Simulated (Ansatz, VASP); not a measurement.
# Cross-check of Si (Silicon) between VASP and Ansatz

Aim: how closely do two programs agree when they are given the same cell, functional and k mesh? The cell is taken from a series of VASP runs on this material, whose earlier steps may have relaxed, scaled or displaced it; both programs get it as it stands.

Method: plane waves, with VASP 6.6.1 beside it; band structure at HSE06, in Ansatz 0.2.0.

## 1. The structure

It takes space group Fd-3m (No. 227, cubic). The conventional cell has a = 5.431 Å, b = 5.431 Å, c = 5.431 Å, α = 90.00°, β = 90.00°, γ = 90.00°. Nearest to Si lie 4 Si at 2.35 Å.

As a file:

```cif
data_structure
_symmetry_space_group_name_H-M 'P 1'
_symmetry_Int_Tables_number 1
_cell_length_a 3.8403
_cell_length_b 3.8403
_cell_length_c 3.8403
_cell_angle_alpha 60.000
_cell_angle_beta 60.000
_cell_angle_gamma 60.000
_cell_volume 40.05
loop_
_atom_site_label
_atom_site_type_symbol
_atom_site_fract_x
_atom_site_fract_y
_atom_site_fract_z
_atom_site_occupancy
Si1 Si 0.75000 0.75000 0.75000 1
Si2 Si 0.50000 0.50000 0.50000 1
```

## 2. VASP: band structure, HSE06

The same path points are solved in both programs, so levels can be compared one by one.

Lines of VASP's logs that name or quote its potential files are left out, and so is its time.

The run reads the wave functions of an earlier VASP run, which isn't shown here.

Contents of INCAR:

```
SYSTEM = Si
PREC = Accurate
ENCUT = 350
EDIFF = 1E-06
NELM = 100
ISMEAR = 0
SIGMA = 0.03
LREAL = .FALSE.
ALGO = Normal
LHFCALC = .TRUE.
AEXX = 0.25
GGA = PE
HFSCREEN = 0.2
LASPH = .TRUE.
NBANDS = 10
PRECFOCK = Fast
LORBIT = 11
LWAVE = .FALSE.
LCHARG = .FALSE.
KPAR = 8
```

Contents of POSCAR:

```
Si
1.0
    0.0000000000      2.7154800000      2.7154800000
    2.7154800000      0.0000000000      2.7154800000
    2.7154800000      2.7154800000      0.0000000000
Si
2
Direct
    0.7500000000      0.7500000000      0.7500000000
    0.5000000000      0.5000000000      0.5000000000
```

Contents of KPOINTS:

```
Automatic mesh
0
Gamma
5 5 5
0 0 0
```

Contents of KPOINTS_OPT:

```
Line mode
10
Line-mode
Reciprocal
  0.00000000   0.00000000   0.00000000 GAMMA
  0.50000000   0.00000000   0.50000000 X

  0.50000000   0.00000000   0.50000000 X
  0.50000000   0.25000000   0.75000000 W

  0.50000000   0.25000000   0.75000000 W
  0.37500000   0.37500000   0.75000000 K

  0.37500000   0.37500000   0.75000000 K
  0.00000000   0.00000000   0.00000000 GAMMA

  0.00000000   0.00000000   0.00000000 GAMMA
  0.50000000   0.50000000   0.50000000 L

  0.50000000   0.50000000   0.50000000 L
  0.62500000   0.25000000   0.62500000 U

  0.62500000   0.25000000   0.62500000 U
  0.50000000   0.25000000   0.75000000 W

  0.50000000   0.25000000   0.75000000 W
  0.50000000   0.50000000   0.50000000 L

  0.50000000   0.50000000   0.50000000 L
  0.37500000   0.37500000   0.75000000 K

  0.62500000   0.25000000   0.62500000 U
  0.50000000   0.00000000   0.50000000 X
```

The projector-augmented-wave data sets are Si (PBE family, release 64).

The run is started by

```console
$ mpirun -np 8 vasp_std
```

Numbers of over 12 decimals in the logs are rounded to 6 here.

What it wrote:

```text
[banner, memory and clock lines left out]
running    8 mpi-ranks, on    1 nodes
 distrk:  each k-point on    1 cores,    8 groups
 distr:  one band on    1 cores,    1 groups

 POSCAR found type information on POSCAR Si
 POSCAR found :  1 types and       2 ions
|                                                                             |
|           W    W    AA    RRRRR   N    N  II  N    N   GGGG   !!!           |
|           W    W   A  A   R    R  NN   N  II  NN   N  G    G  !!!           |
|           W    W  A    A  R    R  N N  N  II  N N  N  G       !!!           |
|           W WW W  AAAAAA  RRRRR   N  N N  II  N  N N  G  GGG   !            |
|           WW  WW  A    A  R   R   N   NN  II  N   NN  G    G                |
|           W    W  A    A  R    R  N    N  II  N    N   GGGG   !!!           |
|                                                                             |
|     For optimal performance we recommend to set                             |
|       NCORE = 2 up to number-of-cores-per-socket                            |
|     NCORE specifies how many cores store one orbital (NPAR=cpu/NCORE).      |
|     This setting can greatly improve the performance of VASP for DFT.       |
|     The default, NCORE=1 might be grossly inefficient on modern             |
|     multi-core architectures or massively parallel machines. Do your        |
|     Unfortunately you need to use the default for GW and RPA                |
|     calculations (for HF NCORE is supported but not extensively tested      |
|     yet).                                                                   |
|                                                                             |

 LDA part: xc-table for (Slater+PW92), standard interpolation
 found WAVECAR, reading the header
 POSCAR, INCAR and KPOINTS ok, starting setup
 FFT: planning ... GRIDC
 FFT: planning ... GRID_SOFT
 FFT: planning ... GRID
 reading WAVECAR
 the WAVECAR file was read successfully
 initial charge from wavefunction
 entering main loop
       N       E                     dE             d eps       ncg     rms          rms(c)
DAV:   1    -0.125277343804E+02   -0.12528E+02   -0.89581E-01   204   0.588E+00    0.461E+00
DAV:   2    -0.125326363053E+02   -0.49019E-02   -0.16070E-02   232   0.833E-01    0.304E+00
DAV:   3    -0.125312299175E+02    0.14064E-02   -0.59206E-04   220   0.158E-01    0.176E+00
DAV:   4    -0.125306806928E+02    0.54922E-03   -0.13755E-04   208   0.732E-02    0.997E-01
DAV:   5    -0.125304959300E+02    0.18476E-03   -0.54525E-05   218   0.454E-02    0.561E-01
DAV:   6    -0.125304358777E+02    0.60052E-04   -0.19944E-05   222   0.272E-02    0.315E-01
DAV:   7    -0.125304153909E+02    0.20487E-04   -0.78453E-06   236   0.172E-02    0.175E-01
DAV:   8    -0.125304100052E+02    0.53857E-05   -0.25557E-06   220   0.970E-03    0.986E-02
DAV:   9    -0.125304085476E+02    0.14576E-05   -0.92485E-07   130   0.597E-03    0.561E-02
DAV:  10    -0.125304082141E+02    0.33351E-06   -0.42743E-07   122   0.423E-03
   1 F= -.12530408E+02 E0= -.12530408E+02  d E =-.817814E-14
 Start KPOINTS_OPT (optional k-point list driver)
k-point batch [1-10\100]
       N       E                     dE             ncg
DAV:   1     0.243245721225E+03   -0.82630E+03      200
DAV:   2     0.655431475907E+02   -0.17770E+03      292
DAV:   3     0.531843271871E+02   -0.12359E+02      272
DAV:   4     0.529350876019E+02   -0.24924E+00      256
DAV:   5     0.529333359565E+02   -0.17516E-02      260
DAV:   6     0.529333272058E+02   -0.87507E-05      270
DAV:   7     0.529333271512E+02   -0.54659E-07      246
[...]
k-point batch [91-100\100]
       N       E                     dE             ncg
DAV:   1     0.114924675419E+03   -0.25992E+04      200
DAV:   2    -0.382330183813E+02   -0.15316E+03      272
DAV:   3    -0.440680559825E+02   -0.58350E+01      284
DAV:   4    -0.441216840760E+02   -0.53628E-01      288
DAV:   5    -0.441219806323E+02   -0.29656E-03      288
DAV:   6    -0.441219820260E+02   -0.13936E-05      294
DAV:   7    -0.441219820369E+02   -0.10897E-07      268
```

Parts of OUTCAR (step 2):

```text
ion  position               nearest neighbor table
   1  0.750  0.750  0.750-   2 2.35   2 2.35   2 2.35   2 2.35
   2  0.500  0.500  0.500-   1 2.35   1 2.35   1 2.35   1 2.35

  LATTYP: Found a face centered cubic cell.
 ALAT       =     5.4309600000

 Subroutine GETGRP returns: Found 48 space group operations
 (whereof 24 operations were pure point group operations)

The static configuration has the point symmetry T_d .
 The point group associated with its full space group is O_h .

 Found     10 irreducible k-points:

   k-points           NKPTS =     10   k-points in BZ     NKDIM =    125   number of bands    NBANDS=     10

   dimension x,y,z NGX =    24 NGY =   24 NGZ =   24
   dimension x,y,z NGXF=    48 NGYF=   48 NGZF=   48

   ENCUT  =  350.0 eV  25.72 Ry    5.07 a.u.   5.86  5.86  5.86*2*pi/ulx,y,z

   NELECT =       8.0000    total number of electrons

 k-points in reciprocal lattice and weights: Automatic mesh
   0.00000000  0.00000000  0.00000000       0.008
   0.20000000  0.00000000  0.00000000       0.064
   0.40000000  0.00000000  0.00000000       0.064
   0.20000000  0.20000000  0.00000000       0.048
   0.40000000  0.20000000  0.00000000       0.192
  -0.40000000  0.20000000  0.00000000       0.192
  -0.20000000  0.20000000  0.00000000       0.096
   0.40000000  0.40000000  0.00000000       0.048
  -0.40000000  0.40000000  0.00000000       0.096
  -0.40000000  0.40000000  0.20000000       0.192

  exchange ACFDT corr.  =         0.00000000  see jH, gK, PRB 81, 115126

 average (electrostatic) potential at core
       1 -79.5068       2 -79.5068

 E-fermi :   5.6153

 k-point     1 :       0.0000    0.0000    0.0000
  band No.  band energies     occupation
      1      -7.8217      2.00000
      2       5.4664      2.00000
      3       5.4664      2.00000
      4       5.4664      2.00000
      5       8.8176      0.00000
      6       8.8176      0.00000
      7       8.8176      0.00000
      8       9.8240      0.00000
      9      14.2794      0.00000
    ...

 k-point     2 :       0.2000    0.0000    0.0000
  band No.  band energies     occupation
      1      -7.2479      2.00000
      2       2.2119      2.00000
      3       4.8528      2.00000
      4       4.8528      2.00000
      5       8.4689      0.00000
      6       9.6704      0.00000
      7       9.6704      0.00000
      8      12.5823      0.00000
      9      13.5375      0.00000
    ...

 k-point     3 :       0.4000    0.0000    0.0000
  band No.  band energies     occupation
      1      -5.7322      2.00000
      2      -1.4595      2.00000
      3       4.2368      2.00000
      4       4.2368      2.00000
      5       7.8294      0.00000
      6       9.7147      0.00000
      7       9.7147      0.00000
      8      14.2462      0.00000
      9      15.6289      0.00000
    ...

  energy-cutoff  :      350.00
  volume of cell :       40.05
      direct lattice vectors                 reciprocal lattice vectors
     0.000000000  2.715480000  2.715480000    -0.184129509  0.184129509  0.184129509
     2.715480000  0.000000000  2.715480000     0.184129509 -0.184129509  0.184129509
     2.715480000  2.715480000  0.000000000     0.184129509  0.184129509 -0.184129509

 POSITION                                       TOTAL-FORCE (eV/Angst)
 -----------------------------------------------------------------------------------
      4.07322      4.07322      4.07322         0.000000     -0.000000     -0.000000
      2.71548      2.71548      2.71548        -0.000000      0.000000      0.000000
 -----------------------------------------------------------------------------------
    total drift:                               -0.000000     -0.000000     -0.000000

  FREE ENERGIE OF THE ION-ELECTRON SYSTEM (eV)
  ---------------------------------------------------
  free  energy   TOTEN  =       -12.5304082141 eV

  energy  without entropy=      -12.5304082141  energy(sigma->0) =      -12.53040821

 total charge
# of ion       s       p       d       tot
------------------------------------------
    1        0.755   0.970   0.000   1.725
    2        0.755   0.970   0.000   1.725
--------------------------------------------------
tot          1.510   1.940   0.000   3.450

[... 3 further parts left out ...]
```

(Continued in part 2 of 2.)

[Lines on the potential files, build, host, timing and source positions are cut from VASP's logs without a mark.]

[Logs are printed without paths, hosts, clocks, repeated set-up lines and the standing remarks that a program may print on its own settings, such as how far it seeks lower states.]

[Hosts, paths, dates, database ids (printed as entryN), source tags and the programs' standing remarks are cut or masked in the printed files.]
